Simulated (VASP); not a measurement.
Method: revPBE GGA, VASP's PBE PAW potentials (set 64) (plane waves; VASP).

VASP input:

**INCAR**
```
LREAL=.False.
LCHARG=.True.
ISIF=2   # forces and stress, cell fixed
EDIFF=1E-7
ALGO=Normal   # blocked Davidson
SYSTEM=PbS
NEDOS=601   # DOS grid
ISMEAR=-5
LORBIT=11   # lm-projected
LWAVE=.False.
ENCUT=520   # plane-wave cut-off (eV)
NELM=100   # most electronic steps
LASPH=.True.
PREC=Accurate
GGA=RE   # revPBE
LMAXMIX=4
```

### KPOINTS
```
Automatic mesh
0
Gamma
9 9 9
0 0 0
```

File POSCAR:
```
PbS
4.2831760
  0.0000000000   0.7071068225   0.7071068225
  0.7071068225   0.0000000000   0.7071068225
  0.7071068225   0.7071068225   0.0000000000
Pb S
1 1
Cart
  0.0000000000   0.0000000000   0.0000000000
  0.7071068225   0.7071068225   0.7071068225
```

POTCAR, in this order: Pb_d S (PBE.64 set). Program: vasp_std.

Q: Predict the energy per atom (σ→0).

A: 
```
Quantity                        Value
---------------------  --------------
energy per atom (σ→0)  -4.092 eV/atom
```

File OSZICAR:
```
...
DAV:   9    -0.818426288814E+01    0.42853E-03   -0.42191E-03  1494   0.650E-01    0.112E-01
DAV:  10    -0.818470965458E+01   -0.44677E-03   -0.75909E-04  1016   0.173E-01    0.814E-02
DAV:  11    -0.818473776815E+01   -0.28114E-04   -0.15326E-04  1190   0.144E-01    0.238E-02
DAV:  12    -0.818474174490E+01   -0.39768E-05   -0.11449E-05  1124   0.288E-02    0.468E-03
DAV:  13    -0.818474201124E+01   -0.26634E-06   -0.49980E-07  1256   0.928E-03    0.849E-04
DAV:  14    -0.818474223266E+01   -0.22141E-06   -0.79289E-07  1016   0.512E-03    0.138E-03
DAV:  15    -0.818474223120E+01    0.14622E-08   -0.88095E-09   940   0.900E-04
   1 F= -.81847422E+01 E0= -.81847422E+01  d E =0.000000E+00
```

The compound is PbS in the rock salt structure. It was relaxed first, which changed the volume by +6 %.
